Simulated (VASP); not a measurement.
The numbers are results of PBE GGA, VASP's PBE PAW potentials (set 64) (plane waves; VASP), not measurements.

VASP input:

**INCAR**
```
PREC  =  Accurate
LCHARG  =  .FALSE.
LMAXMIX  =  4
SYSTEM  =  MnC
SIGMA  =  0.05   ! width (eV)
LWAVE  =  .FALSE.
ISIF  =  2   ! forces and stress, cell fixed
ENCUT  =  520   ! plane-wave cut-off (eV)
ISPIN  =  2
MAGMOM  =  2*0.0 2*4.0
LORBIT  =  10
ALGO  =  Normal   ! blocked Davidson
LREAL  =  .FALSE.
LASPH  =  .TRUE.   ! aspherical one-centre terms
EDIFF  =  1E-5
GGA  =  PE
ISMEAR  =  0   ! Gaussian
NELM  =  100
```

KPOINTS:
```
kpoints
0
G
 7 7 7
```

File POSCAR:
```
MnC
1.0
  1.4663280000  -3.8748250000   0.0000000000
  1.4663280000   3.8748250000   0.0000000000
  0.0000000000   0.0000000000   2.8897240000
C Mn
2 2
Cart
  1.4663280000  -0.4959776000   0.7224310000
  1.4663280000   0.4959776000   2.1672930000
  1.4663280000  -2.7491883375   0.7224310000
  1.4663280000   2.7491883375   2.1672930000
```

POTCAR, in this order: C Mn_pv (PBE.64 set). Program: vasp_std.

The run wrote:

**OSZICAR**
```
       N       E                     dE             d eps       ncg     rms          rms(c)
DAV:   1     0.347364735048E+03    0.34736E+03   -0.19341E+04  6448   0.175E+03
DAV:   2    -0.152291973075E+02   -0.36259E+03   -0.34586E+03  6528   0.481E+02
DAV:   3    -0.372515641515E+02   -0.22022E+02   -0.21253E+02  7647   0.122E+02
DAV:   4    -0.378349192024E+02   -0.58336E+00   -0.57677E+00  7042   0.191E+01
DAV:   5    -0.378437271445E+02   -0.88079E-02   -0.87969E-02  7302   0.245E+00    0.312E+01
DAV:   6    -0.384299051164E+02   -0.58618E+00   -0.63591E+01  8021   0.795E+01    0.209E+01
DAV:   7    -0.338119083437E+02    0.46180E+01   -0.15787E+01  7328   0.503E+01    0.836E+00
DAV:   8    -0.338618907874E+02   -0.49982E-01   -0.12945E+00  6962   0.631E+00    0.489E+00
DAV:   9    -0.338380148461E+02    0.23876E-01   -0.12222E-01  7357   0.337E+00    0.121E+00
DAV:  10    -0.338389521991E+02   -0.93735E-03   -0.99843E-03  6943   0.865E-01    0.394E-01
DAV:  11    -0.338384413911E+02    0.51081E-03   -0.31511E-03  7261   0.458E-01    0.113E-01
DAV:  12    -0.338384820905E+02   -0.40699E-04   -0.24161E-04  7507   0.148E-01    0.494E-02
DAV:  13    -0.338384799057E+02    0.21847E-05   -0.14518E-05  5080   0.373E-02
   1 F= -.33838480E+02 E0= -.33837333E+02  d E =-.229439E-02  mag=     3.9012
```

File OUTCAR:
```
------------------------ aborting loop because EDIFF is reached ----------------------------------------
  FORCE on cell =-STRESS in cart. coord.  units (eV):
  Direction    XX          YY          ZZ          XY          YZ          ZX
  --------------------------------------------------------------------------------------
  Total        0.6327593     -4.1572156     -3.7821718      0.0000000     -0.0000000      0.0000000
  in kB       30.8730525   -202.8353067   -184.5364902      0.0000000     -0.0000000      0.0000000
  external PRESSURE =    -118.8329148 kB  Pullay stress =       0.0000000 kB
  volume of cell :       32.84
      direct lattice vectors                 reciprocal lattice vectors
     1.466328000 -3.874825000  0.000000000     0.340987828 -0.129038086  0.000000000
     1.466328000  3.874825000  0.000000000     0.340987828  0.129038086  0.000000000
     0.000000000  0.000000000  2.889724000     0.000000000  0.000000000  0.346053810
 POSITION                                       TOTAL-FORCE (eV/Angst)
 -----------------------------------------------------------------------------------
      1.46633     -0.49598      0.72243         0.000000     -0.166353     -0.000000
      1.46633      0.49598      2.16729         0.000000      0.166353     -0.000000
      1.46633     -2.74919      0.72243         0.000000     -0.148508      0.000000
      1.46633      2.74919      2.16729         0.000000      0.148508     -0.000000
 -----------------------------------------------------------------------------------
    total drift:                               -0.000000     -0.000000     -0.000000
  FREE ENERGIE OF THE ION-ELECTRON SYSTEM (eV)
  ---------------------------------------------------
  free  energy   TOTEN  =       -33.8384799057 eV

  energy  without entropy=      -33.8361855124  energy(sigma->0) =      -33.83733271

 total charge

# of ion       s       p       d       tot
------------------------------------------
    1        0.819   1.473   0.000   2.292
    2        0.819   1.473   0.000   2.292
    3        0.280   6.350   5.304  11.934
    4        0.280   6.350   5.304  11.934
--------------------------------------------------
tot          2.200  15.645  10.607  28.451

 magnetization (x)

# of ion       s       p       d       tot
------------------------------------------
    1       -0.009  -0.039   0.000  -0.049
    2       -0.009  -0.039   0.000  -0.049
    3        0.005   0.007   1.991   2.003
    4        0.005   0.007   1.991   2.003
--------------------------------------------------
tot         -0.010  -0.065   3.983   3.908
```
(Selected blocks of OUTCAR.)

The moments were started parallel, and other spin orders were not tried in this run.

The structure was generated: MnC was put into the CrB type (Cmcm), which need not be its known phase. The cell was not relaxed at this level. The k-mesh is coarse (spacing up to 0.33 per Å, 2π included), so the numbers may not be converged in it. The run is one of a series of settings (EDIFF = 1E-5 against the base run), some of them coarse on purpose.
